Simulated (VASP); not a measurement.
# TaV3N4 (Pm-3m) in VASP: reference runs

Reference runs on TaV3N4: the cell as given.

Program: VASP 6.6.1. These are calculated values, not measurements. Logs are shortened: lines on timing, memory, paths and dates and some standing lists are left out, and cuts for length are marked.

## Step 1: The crystal as given

It takes space group Pm-3m (No. 221, cubic). Conventional cell: a = 4.220 Å, b = 4.220 Å, c = 4.220 Å, α = 90.00°, β = 90.00°, γ = 90.00°. Around Ta (site symmetry m-3m) lie 6 N at 2.11 Å. Around V (site symmetry 4/mmm) lie 6 N at 2.11 Å. Around N (site symmetry m-3m) lie 6 V at 2.11 Å. N (site symmetry 4/mmm) is surrounded by 2 Ta at 2.11 Å and 4 V at 2.11 Å.

The cell comes from a database or a generator and needn't be the stable form of this composition.

## Step 2: Single point, PBE, collinear spin, ferromagnetic start

INCAR reads:

```
SYSTEM = TaV3N4
PREC = Accurate ; ENCUT = 520
EDIFF = 1E-7 ; ISMEAR = -1
SIGMA = 0.05 ; LREAL = .False.
LASPH = .True. ; NELM = 120
ALGO = Normal ; ISIF = 2
LWAVE = .False. ; LCHARG = .False.
ISPIN = 2 ; MAGMOM = 0 2 2 2 0 0 0 0
LORBIT = 11 ; LMAXMIX = 4
GGA = PE ; NBANDS = 49
```

KPOINTS reads:

```
Automatic mesh
0
Gamma
  6 6 6
  0 0 0
```

POSCAR reads:

```
TaV3N4
1.0
    4.2201920000      0.0000000000      0.0000000000
    0.0000000000      4.2201920000      0.0000000000
    0.0000000000      0.0000000000      4.2201920000
Ta V N
1 3 4
Direct
    0.5000000000      0.5000000000      0.5000000000
    0.5000000000      0.0000000000      0.0000000000
    0.0000000000      0.5000000000      0.0000000000
    0.0000000000      0.0000000000      0.5000000000
    0.0000000000      0.0000000000      0.0000000000
    0.0000000000      0.5000000000      0.5000000000
    0.5000000000      0.0000000000      0.5000000000
    0.5000000000      0.5000000000      0.0000000000
```

Potentials or basis: VASP PAW PBE potentials, release 64 (Ta_pv, V_sv, N).

On the command line:

```
$ cat potpaw_PBE.64/Ta_pv/POTCAR potpaw_PBE.64/V_sv/POTCAR potpaw_PBE.64/N/POTCAR > POTCAR
$ mpirun -np 1 vasp_std > vasp.out
```

OUTCAR:

```text
SYSTEM = TaV3N4
   PREC = Accurate
   ENCUT = 520
   EDIFF = 1E-7
   ISMEAR = -1
   LREAL = .False.
   LASPH = .True.
   NELM = 120
   ISIF = 2
   ISPIN = 2
   LORBIT = 11
   GGA = PE

 ion  position               nearest neighbor table
   1  0.500  0.500  0.500-   6 2.11   7 2.11   8 2.11   8 2.11   7 2.11   6 2.11   2 2.98   3 2.98
                             2 2.98   2 2.98   4 2.98   3 2.98   2 2.98   3 2.98   4 2.98   4 2.98
   2  0.500  0.000  0.000-   5 2.11   7 2.11   8 2.11   7 2.11   8 2.11   5 2.11   1 2.98   1 2.98
                             1 2.98   1 2.98
   3  0.000  0.500  0.000-   5 2.11   6 2.11   8 2.11   6 2.11   5 2.11   8 2.11   1 2.98   1 2.98
                             1 2.98   1 2.98
   4  0.000  0.000  0.500-   5 2.11   6 2.11   7 2.11   5 2.11   6 2.11   7 2.11   1 2.98   1 2.98
                             1 2.98   1 2.98
   5  0.000  0.000  0.000-   2 2.11   3 2.11   4 2.11   4 2.11   3 2.11   2 2.11
   6  0.000  0.500  0.500-   1 2.11   3 2.11   4 2.11   3 2.11   4 2.11   1 2.11
   7  0.500  0.000  0.500-   1 2.11   2 2.11   4 2.11   2 2.11   1 2.11   4 2.11
   8  0.500  0.500  0.000-   1 2.11   2 2.11   3 2.11   1 2.11   2 2.11   3 2.11

  LATTYP: Found a simple cubic cell.
 ALAT       =     4.2201920000

  Lattice vectors:

 A1 = (   4.2201920000,   0.0000000000,   0.0000000000)
 A2 = (   0.0000000000,   4.2201920000,   0.0000000000)
 A3 = (   0.0000000000,   0.0000000000,   4.2201920000)

Analysis of symmetry for initial positions (statically):
=====================================================================
 Subroutine PRICEL returns:
 Original cell was already a primitive cell.

 Routine SETGRP: Setting up the symmetry group for a
 simple cubic supercell.

 Subroutine GETGRP returns: Found 48 space group operations
 (whereof 48 operations were pure point group operations)
 out of a pool of 48 trial point group operations.

The static configuration has the point symmetry O_h .

Analysis of symmetry for dynamics (positions and initial velocities):
=====================================================================
 Subroutine PRICEL returns:
 Original cell was already a primitive cell.

 Routine SETGRP: Setting up the symmetry group for a
 simple cubic supercell.

 Subroutine GETGRP returns: Found 48 space group operations
 (whereof 48 operations were pure point group operations)
 out of a pool of 48 trial point group operations.

The dynamic configuration has the point symmetry O_h .

Analysis of structural, dynamic, and magnetic symmetry:
=====================================================================
 Subroutine PRICEL returns:
 Original cell was already a primitive cell.

 Routine SETGRP: Setting up the symmetry group for a
 simple cubic supercell.

 Subroutine GETGRP returns: Found 48 space group operations
 (whereof 48 operations were pure point group operations)
 out of a pool of 48 trial point group operations.

The overall configuration has the point symmetry O_h .

 Subroutine INISYM returns: Found 48 space group operations
 (whereof 48 operations are pure point group operations),
 and found     1 'primitive' translations

----------------------------------------------------------------------------------------

                                     Primitive cell

  volume of cell :      75.1617

  direct lattice vectors                    reciprocal lattice vectors
     4.220192000  0.000000000  0.000000000     0.236956044  0.000000000  0.000000000
     0.000000000  4.220192000  0.000000000     0.000000000  0.236956044  0.000000000
     0.000000000  0.000000000  4.220192000     0.000000000  0.000000000  0.236956044

  length of vectors
     4.220192000  4.220192000  4.220192000     0.236956044  0.236956044  0.236956044

  position of ions in fractional coordinates (direct lattice)
     0.500000000  0.500000000  0.500000000
     0.500000000  0.000000000  0.000000000
     0.000000000  0.500000000  0.000000000
     0.000000000  0.000000000  0.500000000
     0.000000000  0.000000000  0.000000000
     0.000000000  0.500000000  0.500000000
     0.500000000  0.000000000  0.500000000
     0.500000000  0.500000000  0.000000000

  ion indices of the primitive-cell ions
   primitive index   ion index
                 1           1
                 2           2
                 3           3
                 4           4
                 5           5
                 6           6
                 7           7
                 8           8

----------------------------------------------------------------------------------------

 KPOINTS: Automatic mesh

Automatic generation of k-mesh.
 Grid dimensions read from file:
 generate k-points for:    6    6    6

 Generating k-lattice:

  Cartesian coordinates                     Fractional coordinates (reciprocal lattice)
     0.039492674  0.000000000  0.000000000     0.166666667  0.000000000  0.000000000
     0.000000000  0.039492674  0.000000000     0.000000000  0.166666667  0.000000000
     0.000000000  0.000000000  0.039492674     0.000000000  0.000000000  0.166666667

  Length of vectors
     0.039492674  0.039492674  0.039492674

  Shift w.r.t. Gamma in fractional coordinates (k-lattice)
     0.000000000  0.000000000  0.000000000

 Subroutine IBZKPT returns following result:
 ===========================================

 Found     20 irreducible k-points:

 Following reciprocal coordinates:
            Coordinates               Weight
  0.000000  0.000000  0.000000      1.000000
  0.166667  0.000000  0.000000      6.000000
  0.333333  0.000000  0.000000      6.000000
  0.500000  0.000000  0.000000      3.000000
  0.166667  0.166667  0.000000     12.000000
  0.333333  0.166667  0.000000     24.000000
[... 12 lines left out ...]
  0.500000  0.500000  0.333333      6.000000
  0.500000  0.500000  0.500000      1.000000
   k-points           NKPTS =     20   k-points in BZ     NKDIM =     20   number of bands    NBANDS=     49
   number of dos      NEDOS =    301   number of ions     NIONS =      8
   total plane-waves  NPLWV =  32768
   dimension x,y,z NGX =    32 NGY =   32 NGZ =   32
   dimension x,y,z NGXF=    64 NGYF=   64 NGZF=   64
   ions per type =               1   3   4
   NGX,Y,Z   is equivalent  to a cutoff of  12.61, 12.61, 12.61 a.u.
   NGXF,Y,Z  is equivalent  to a cutoff of  25.21, 25.21, 25.21 a.u.
 SYSTEM =  TaV3N4
   PREC   = accura    normal or accurate (medium, high low for compatibility)
   ISTART =      0    job   : 0-new  1-cont  2-samecut
   ICHARG =      2    charge: 1-file 2-atom 10-const
   ISPIN  =      2    spin polarized calculation?
   LNONCOLLINEAR =      F non collinear calculations
   LSORBIT =      F    spin-orbit coupling
   LASPH  =      T    aspherical Exc in radial PAW
   ENCUT  =  520.0 eV  38.22 Ry    6.18 a.u.   7.85  7.85  7.85*2*pi/ulx,y,z
   NELM   =    120;   NELMIN=  2; NELMDL= -5     # of ELM steps
   EDIFF  = 0.1E-06   stopping-criterion for ELM
   LREAL  =      F    real-space projection
   EDIFFG = 0.1E-05   stopping-criterion for IOM
   NSW    =      0    number of steps for IOM
   IBRION =     -1    ionic relax: 0-MD 1-quasi-New 2-CG
   NFREE  =      0    steps in history (QN), initial steepest desc. (CG)
   ISIF   =      2    stress and relaxation
   ISYM   =      2    0-nonsym 1-usesym 2-fastsym
   POTIM  = 0.5000    time-step for ionic-motion
   TEBEG  =    0.0;   TEEND  =   0.0 temperature during run
   PSTRESS=    0.0 pullay stress
   NELECT =      70.0000    total number of electrons
   NUPDOWN=      -1.0000    fix difference up-down
   EMIN   =  10.00;   EMAX   =-10.00  energy-range for DOS
   EFERMI =   0.00;   METHOD = LEGACY
   ISMEAR =    -1;   SIGMA  =   0.05  broadening in eV -4-tet -1-fermi 0-gaus
   EFERMI_NEDOS =   21; number of points for ismear=-14 and -15
   IALGO  =     38    algorithm
   IMIX   =      4    mixing-type and parameters
     AMIX     =   0.40;   BMIX     =  1.00
     AMIX_MAG =   1.60;   BMIX_MAG =  1.00
  volume/ion in A,a.u.               =       9.40        63.40
  Fermi-wavevector in a.u.,A,eV,Ry     =   1.598731  3.021163 34.775671  2.555940
  Thomas-Fermi vector in A             =   2.696134
   LORBIT       =     11    0 simple, 1 ext, 2 COOP (PROOUT), +10 PAW based schemes
   GGA     = PE    functional components
   LHFCALC =     F    Hartree Fock is set to
   AEXX    =    0.0000 exact exchange contribution
   IVDW    =     0    specifies the selected vdW correction
   LEPSILON=     F    determine dielectric tensor
   LRPA    =     F    only Hartree local field effects (RPA)
 spin polarized calculation
  energy-cutoff  :      520.00
  volume of cell :       75.16
 maximum number of plane-waves:      2048
 NGX is ok and might be reduce to    32
   NGX = 15   NGY = 15   NGZ = 15

 number of electron      70.0000022 magnetization       1.6406814

 Free energy of the ion-electron system (eV)
  ---------------------------------------------------
  ext. energy  EPLUGINS =         0.00000000
  ---------------------------------------------------
  free energy    TOTEN  =       -79.83835646 eV

  energy without entropy =      -79.78457615  energy(sigma->0) =      -79.81146630

 E-fermi :  10.9536     XC(G=0): -13.4288

 val. band max:       10.9530387696   @ k =   0.5000   0.5000   0.1667
 cond. band min:      10.9628114320   @ k =   0.5000   0.1667   0.1667
 fundamental gap:      0.0097726624
 Fermi energy:        10.9535561955

 spin component 1

 k-point     1 :       0.0000    0.0000    0.0000
  band No.  band energies     occupation
      1     -54.5884      1.00000
      2     -54.5350      1.00000
      3     -54.5350      1.00000
      4     -28.5751      1.00000
      5     -28.5751      1.00000
      6     -28.5751      1.00000
[... 39 lines left out ...]
     46      13.0717      0.00000
     47      13.1883      0.00000
[... 908 lines left out ...]
      6     -28.5748      1.00000
[... 39 lines left out ...]
     46      15.3124      0.00000
     47      15.5691      0.00000
 Fermi energy:        10.9535561955

 spin component 2

 k-point     1 :       0.0000    0.0000    0.0000
  band No.  band energies     occupation
      1     -54.0609      1.00000
      2     -54.0065      1.00000
      3     -54.0065      1.00000
      4     -28.0985      1.00000
      5     -28.0985      1.00000
      6     -28.0985      1.00000
[... 39 lines left out ...]
     46      13.4095      0.00000
     47      13.5797      0.00000
[... 908 lines left out ...]
      6     -28.0212      1.00000
[... 39 lines left out ...]
     46      15.5313      0.00000
     47      15.7598      0.00000
 [bands above 47 left out]

------------------------ aborting loop because EDIFF is reached ----------------------------------------

  FORCE on cell =-STRESS in cart. coord.  units (eV):
  Direction    XX          YY          ZZ          XY          YZ          ZX
  --------------------------------------------------------------------------------------
  -------------------------------------------------------------------------------------
  Total        0.1975422      0.1975422      0.1975422     -0.0000000      0.0000000      0.0000000
  in kB        4.2108896      4.2108896      4.2108896     -0.0000000      0.0000000      0.0000000
  external PRESSURE =       4.2108896 kB  Pullay stress =       0.0000000 kB

 VOLUME and BASIS-vectors are now :
 -----------------------------------------------------------------------------
  energy-cutoff  :      520.00
  volume of cell :       75.16
      direct lattice vectors                 reciprocal lattice vectors
     4.220192000  0.000000000  0.000000000     0.236956044  0.000000000  0.000000000
     0.000000000  4.220192000  0.000000000     0.000000000  0.236956044  0.000000000
     0.000000000  0.000000000  4.220192000     0.000000000  0.000000000  0.236956044

 POSITION                                       TOTAL-FORCE (eV/Angst)
 -----------------------------------------------------------------------------------
      2.11010      2.11010      2.11010         0.000000      0.000000      0.000000
      2.11010      0.00000      0.00000         0.000000      0.000000      0.000000
      0.00000      2.11010      0.00000         0.000000      0.000000      0.000000
      0.00000      0.00000      2.11010         0.000000      0.000000      0.000000
      0.00000      0.00000      0.00000         0.000000      0.000000      0.000000
      0.00000      2.11010      2.11010         0.000000      0.000000      0.000000
      2.11010      0.00000      2.11010         0.000000      0.000000      0.000000
      2.11010      2.11010      0.00000         0.000000      0.000000      0.000000
 -----------------------------------------------------------------------------------
    total drift:                                0.000000      0.000000      0.000000

  FREE ENERGIE OF THE ION-ELECTRON SYSTEM (eV)
  ---------------------------------------------------
  free  energy   TOTEN  =       -79.8383564563 eV

  energy  without entropy=      -79.7845761503  energy(sigma->0) =      -79.81146630

 total charge

# of ion       s       p       d       tot
------------------------------------------
    1        0.319   6.305   2.397   9.020
    2        2.218   6.239   3.135  11.592
    3        2.218   6.239   3.135  11.592
    4        2.218   6.239   3.135  11.592
    5        1.240   2.473   0.000   3.714
    6        1.240   2.538   0.000   3.777
    7        1.240   2.538   0.000   3.777
    8        1.240   2.538   0.000   3.777
--------------------------------------------------
tot         11.932  35.108  11.802  58.842

 magnetization (x)

# of ion       s       p       d       tot
------------------------------------------
    1        0.000  -0.001  -0.053  -0.053
    2        0.003   0.003   0.509   0.516
    3        0.003   0.003   0.509   0.516
    4        0.003   0.003   0.509   0.516
    5       -0.001  -0.009   0.000  -0.009
    6        0.000   0.018   0.000   0.018
    7        0.000   0.018   0.000   0.018
    8        0.000   0.018   0.000   0.018
--------------------------------------------------
tot          0.010   0.053   1.475   1.538
```

Wall time 2 min (1 thread of Intel Xeon Platinum 8488C (Sapphire Rapids), shared host); peak memory 0.27 GiB.

What came out:

```yaml
Free_energy: -79.8384 eV
Pressure: 0.4 GPa
Band_gap_on_the_k_mesh: none (metal or under the smearing width)
Net_moment: 1.64 μB per cell
Site_moments: Ta -0.05; V +0.52; N -0.01, +0.02 μB
Valence_electrons_inside_the_program's_atomic_spheres: Ta 9.02; V 11.59; N 3.71, 3.78
```

Levels at points of the mesh, in eV from the Fermi level:
Spin up:
```tsv
k point	band 33	band 34	band 35	band 36	band 37	band 38	band 39	band 40
(0.00, 0.00, 0.00)	-2.55	-2.55	-1.71	-1.71	-1.71	-0.48	-0.48	0.37
(0.50, 0.00, 0.00)	-2.83	-0.29	-0.29	-0.17	0.10	0.10	0.29	0.49
(0.50, 0.50, 0.00)	-0.35	-0.04	-0.04	0.38	0.41	0.42	0.42	0.70
(0.50, 0.50, 0.50)	0.21	0.29	0.29	0.29	0.70	0.70	0.70	0.83
```
Spin down:
| k point | band 30 | band 31 | band 32 | band 33 | band 34 | band 35 | band 36 | band 37 |
| --- | --- | --- | --- | --- | --- | --- | --- | --- |
| (0.00, 0.00, 0.00) | -3.54 | -3.54 | -2.53 | -2.53 | -2.53 | -1.27 | -1.27 | -1.27 |
| (0.50, 0.00, 0.00) | -3.80 | -3.80 | -3.06 | -2.43 | 0.16 | 0.21 | 0.21 | 0.43 |
| (0.50, 0.50, 0.00) | -5.43 | -5.22 | 0.15 | 0.19 | 0.37 | 0.37 | 0.86 | 0.86 |
| (0.50, 0.50, 0.50) | -5.85 | -5.85 | 0.79 | 0.79 | 0.79 | 0.96 | 0.96 | 1.15 |
